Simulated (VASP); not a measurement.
Input of a VASP 6.6.1 run:

The input INCAR:

```
PREC     = Accurate       # precision mode
ENCUT    = 520            # plane-wave cutoff, eV
EDIFF    = 1E-6           # SCF threshold, eV
ISMEAR   = -1             # smearing method
SIGMA    = 0.02           # smearing width, eV
LREAL    = Auto         
LASPH    = True           # aspherical terms in the spheres
NELM     = 80             # most SCF steps
ALGO     = Normal         # electronic algorithm
ISIF     = 2              # what is computed and relaxed
LWAVE    = False          # write WAVECAR
LCHARG   = False          # write CHGCAR
GGA      = PE             # functional
IVDW     = 12             # dispersion correction
NBANDS   = 38             # bands
```

Contents of KPOINTS:

```
Automatic mesh
0
Gamma
  1 1 1
```

The input POSCAR:

```
H8SO6
1.0
    5.9758290000      0.0000000000      0.0000000000
    0.0000000000      5.9758290000      0.0000000000
    0.0000000000      0.0000000000      5.9758290000
O H S
6 8 1
Direct
    0.4591162163      0.2159030990      0.5280104233
    0.5602402612      0.9189687322      0.7606978044
    0.6025774834      0.7925427585      0.1820333212
    0.0631878857      0.7193646271     -0.1610320510
   -0.0738307606      0.4717671808      0.4993951467
    0.0466880829      0.2281189773      0.1702525290
    0.4947263384      0.1082025607      0.6675391816
    0.4433694472      0.1712565738      0.3598496543
    0.6472407427      0.9072046740      0.9210102900
    0.4834475685      0.7955046906      0.6802905505
    0.6403295677      0.6279798167      0.2734181316
    0.7096588607      0.8831075990      0.2771832996
    0.0796374863      0.5604745383     -0.2164720577
    0.1991020827      0.7471766679     -0.0617152867
    0.0435588100      0.2621226277      0.4271875919
```

Potentials or basis: VASP PAW PBE potentials, release 64 (O, H, S).

Launch:

```bash
$ cat potpaw_PBE.64/O/POTCAR potpaw_PBE.64/H/POTCAR potpaw_PBE.64/S/POTCAR > POTCAR
$ mpirun -np 1 vasp_gam > vasp.out
```

Question: What does it give for the band gap on the k mesh?

Answer: 2.35 eV, direct.

Question: Predict the pressure.

Answer: -6.3 GPa.

Forces in eV/Å, atoms in the order of the input:
```
O   -1.021  1.629 -3.201
O    1.210  0.436  2.080
O    2.052 -2.898  3.643
O    1.936 -0.840  0.802
O    1.154 -1.391 -0.695
O    0.387  0.280  3.479
H    0.073 -0.995 -1.291
H    0.598 -0.158  3.064
H   -1.980 -1.429 -2.836
H    0.747  0.312  1.446
H   -0.751  3.521 -2.415
H   -0.865 -0.541 -0.864
H   -0.255  1.580  0.635
H   -1.571 -0.387 -1.028
S   -1.716  0.882 -2.818
```

As with any semilocal functional, this PBE gap is likely too small.
